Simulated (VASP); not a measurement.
Method: PBE GGA, VASP's PBE PAW potentials (set 64) (plane waves; VASP 6.6.1).

A VASP calculation is set up with these files.

**INCAR**
```
ALGO = Normal
EDIFF = 1E-6
EDIFFG = -0.02
ENCUT = 620
GGA = PE
IBRION = 2
ISIF = 3
ISMEAR = 0
LASPH = .True.
LCHARG = .False.
LMAXMIX = 4
LREAL = .False.
LWAVE = .False.
NELM = 100
NSW = 40
PREC = Accurate
SIGMA = 0.05
SYSTEM = CdF2
```

File KPOINTS:
```
Regular mesh
0
G
7 7 7
0 0 0
```

File POSCAR:
```
CdF2
1
    0.0000000000     2.7463675876     2.7463675876
    2.7463675876     0.0000000000     2.7463675876
    2.7463675876     2.7463675876     0.0000000000
Cd F
1 2
Direct
  0.0000000000   1.0000000000   0.0000000000
  0.2500000000   0.2500000000   0.2500000000
  0.7500000000   0.7500000000   0.7500000000
```

POTCAR, in this order: Cd F (PBE.64 set). Program: vasp_std.

Output of the run:

File OSZICAR:
```
       N       E                     dE             d eps       ncg     rms          rms(c)
DAV:   1     0.218409920070E+03    0.21841E+03   -0.17104E+04   688   0.175E+03
DAV:   2    -0.252591880407E+01   -0.22094E+03   -0.21527E+03   772   0.403E+02
DAV:   3    -0.126415778925E+02   -0.10116E+02   -0.10088E+02   727   0.951E+01
DAV:   4    -0.126998593399E+02   -0.58281E-01   -0.58270E-01   758   0.721E+00
DAV:   5    -0.127000792498E+02   -0.21991E-03   -0.21991E-03   731   0.406E-01    0.973E+00
DAV:   6    -0.108878857852E+02    0.18122E+01   -0.54718E+00   884   0.460E+01    0.695E+00
DAV:   7    -0.109298122997E+02   -0.41927E-01   -0.92771E-01   683   0.103E+01    0.402E+00
DAV:   8    -0.109201736429E+02    0.96387E-02   -0.18841E-01   749   0.432E+00    0.781E-01
DAV:   9    -0.109094812641E+02    0.10692E-01   -0.47752E-02   816   0.257E+00    0.106E-01
DAV:  10    -0.109100329824E+02   -0.55172E-03   -0.34076E-03   701   0.767E-01    0.124E-01
DAV:  11    -0.109101305319E+02   -0.97550E-04   -0.22957E-04   723   0.192E-01    0.511E-02
DAV:  12    -0.109101624510E+02   -0.31919E-04   -0.10718E-04   707   0.946E-02    0.176E-02
DAV:  13    -0.109101646135E+02   -0.21625E-05   -0.60803E-06   750   0.222E-02    0.648E-03
DAV:  14    -0.109101645562E+02    0.57318E-07   -0.15595E-06   536   0.186E-02
   1 F= -.10910165E+02 E0= -.10910165E+02  d E =-.109102E+02
       N       E                     dE             d eps       ncg     rms          rms(c)
DAV:   1    -0.109134987294E+02   -0.33341E-02   -0.68349E-02   685   0.314E+00    0.443E-01
DAV:   2    -0.109105205719E+02    0.29782E-02   -0.11495E-02   690   0.103E+00    0.948E-02
DAV:   3    -0.109103100323E+02    0.21054E-03   -0.52906E-04   696   0.434E-01    0.979E-02
DAV:   4    -0.109102822346E+02    0.27798E-04   -0.76302E-05   690   0.109E-01    0.685E-02
DAV:   5    -0.109102791974E+02    0.30372E-05   -0.16710E-05   708   0.508E-02    0.882E-03
DAV:   6    -0.109102783640E+02    0.83343E-06   -0.34061E-06   627   0.345E-02
   2 F= -.10910278E+02 E0= -.10910278E+02  d E =-.113808E-03
```

File OUTCAR:
```
------------------------ aborting loop because EDIFF is reached ----------------------------------------
  FORCE on cell =-STRESS in cart. coord.  units (eV):
  Direction    XX          YY          ZZ          XY          YZ          ZX
  --------------------------------------------------------------------------------------
  Total        0.0072011      0.0072011      0.0072011      0.0000000      0.0000000     -0.0000000
  in kB        0.2794256      0.2794256      0.2794256      0.0000000      0.0000000     -0.0000000
  external PRESSURE =       0.2794256 kB  Pullay stress =       0.0000000 kB
  volume of cell :       41.29
      direct lattice vectors                 reciprocal lattice vectors
    -0.000000000  2.743290063  2.743290063    -0.182262899  0.182262899  0.182262899
     2.743290063 -0.000000000  2.743290063     0.182262899 -0.182262899  0.182262899
     2.743290063  2.743290063 -0.000000000     0.182262899  0.182262899 -0.182262899
 POSITION                                       TOTAL-FORCE (eV/Angst)
 -----------------------------------------------------------------------------------
      2.74329      5.48658      2.74329        -0.000000     -0.000000     -0.000000
      1.37165      1.37165      1.37165         0.000000      0.000000      0.000000
      4.11494      4.11494      4.11494        -0.000000      0.000000      0.000000
 -----------------------------------------------------------------------------------
    total drift:                               -0.000000     -0.000000      0.000000
  FREE ENERGIE OF THE ION-ELECTRON SYSTEM (eV)
  ---------------------------------------------------
  free  energy   TOTEN  =       -10.9102783640 eV

  energy  without entropy=      -10.9102783640  energy(sigma->0) =      -10.91027836

 reached required accuracy - stopping structural energy minimisation
```
(Selected blocks of OUTCAR.)

### CONTCAR
```
CdF2
   1.00000000000000
    -0.0000000000000000    2.7432900626047725    2.7432900626047725
     2.7432900626047725   -0.0000000000000000    2.7432900626047725
     2.7432900626047725    2.7432900626047725   -0.0000000000000000
  Cd              F
     1     2
Direct
     1.0000000000000000    0.0000000000000000    1.0000000000000000
     0.2500000000000000    0.2500000000000000    0.2500000000000000
     0.7500000000000000    0.7500000000000000    0.7500000000000000
```

The compound is CdF2 in the fluorite structure. This run relaxes it. Symmetry was kept, so distortions that lower it aren't found.
